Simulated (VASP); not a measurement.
VASP input:

**POSCAR**
```
Cu
1
    0.0000000000     1.8050000000     1.8050000000
    1.8050000000     0.0000000000     1.8050000000
    1.8050000000     1.8050000000     0.0000000000
Cu
1
Direct
  0.0000000000   0.0000000000   0.0000000000
```

**INCAR**
```
ALGO  =  Normal
EDIFF  =  1E-6
EDIFFG  =  -0.01
ENCUT  =  480
GGA  =  PS
IBRION  =  2
ISIF  =  3
ISMEAR  =  1
LASPH  =  .TRUE.
LCHARG  =  .FALSE.
LMAXMIX  =  4
LREAL  =  .FALSE.
LWAVE  =  .FALSE.
NELM  =  100
NSW  =  60
PREC  =  Accurate
SIGMA  =  0.1
SYSTEM  =  Cu
```

KPOINTS:
```
Automatic mesh
0
Gamma
16 16 16
0 0 0
```

POTCAR, in this order: Cu (PBE.64 set). Program: vasp_std.

### Question
Translate this PBEsol calculation to Quantum ESPRESSO's pw.x.

### Answer
One equivalent input (not run):
```
&CONTROL
  calculation = 'vc-relax'
  pseudo_dir = './pseudo'
  outdir = './out'
  tprnfor = .true.
  tstress = .true.
  nstep = 60
  forc_conv_thr = 0.00039
/
&SYSTEM
  ibrav = 0
  nat = 1
  ntyp = 1
  ecutwfc = 92
  occupations = 'smearing'
  smearing = 'methfessel-paxton'
  degauss = 0.00735
  input_dft = 'pbesol'
/
&ELECTRONS
  conv_thr = 7.3e-08
  electron_maxstep = 100
/
&IONS
/
&CELL
/
ATOMIC_SPECIES
  Cu 63.546 Cu.upf
CELL_PARAMETERS angstrom
     0.0000000    1.8050000    1.8050000
     1.8050000    0.0000000    1.8050000
     1.8050000    1.8050000    0.0000000
ATOMIC_POSITIONS crystal
  Cu   0.0000000  0.0000000  0.0000000
K_POINTS automatic
  16 16 16 0 0 0
```
The two are equivalent in intent, not identical: the potentials are each code's own (VASP's PAW set, PseudoDojo norm-conserving files in pw.x), so ENCUT and ecutwfc are chosen apart and not converted; conv_thr bounds pw.x's estimated SCF error, while EDIFF bounds the energy change between steps; forc_conv_thr acts on force components and is met together with etot_conv_thr.

The compound is Cu in the fcc structure. This run relaxes it. Symmetry was kept, so distortions that lower it aren't found.
